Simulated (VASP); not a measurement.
Data:

```xyz
2
Lattice="1.5868 -2.7484 0.0000 1.5868 2.7484 0.0000 0.0000 0.0000 5.0198" Properties=species:S:1:pos:R:3 pbc="T T T"
Hf     1.5868     0.9161     1.2549
Hf     1.5868    -0.9161     3.7648
```

Calculation: optB86b-vdW, VASP's PBE PAW potentials (set 64) (plane waves; VASP). Settings: 520 eV cut-off, Gaussian smearing of 0.050 eV, potentials Hf_pv.

Question: Give the energies of bands 7 to 13 at the high-symmetry points, in eV from the Fermi level.

Answer: 
| band | Γ | M | K | A | L | H |
|---|---|---|---|---|---|---|
| 7 | -7.46 | -3.41 | -2.24 | -5.45 | -3.50 | -1.83 |
| 8 | -3.80 | -2.85 | -1.82 | -5.45 | -3.50 | -1.83 |
| 9 | 0.74 | -2.32 | -1.82 | 0.11 | -1.05 | -1.51 |
| 10 | 1.14 | -0.77 | -1.46 | 0.11 | -1.05 | -1.51 |
| 11 | 1.14 | 0.74 | 0.35 | 1.03 | 1.26 | -0.18 |
| 12 | 1.43 | 0.88 | 0.35 | 1.03 | 1.26 | -0.18 |
| 13 | 1.99 | 1.70 | 2.07 | 1.03 | 2.65 | 2.52 |

It has no gap at this level: it comes out as a metal or semimetal.

The compound is Hf in the hcp structure. It was relaxed first.
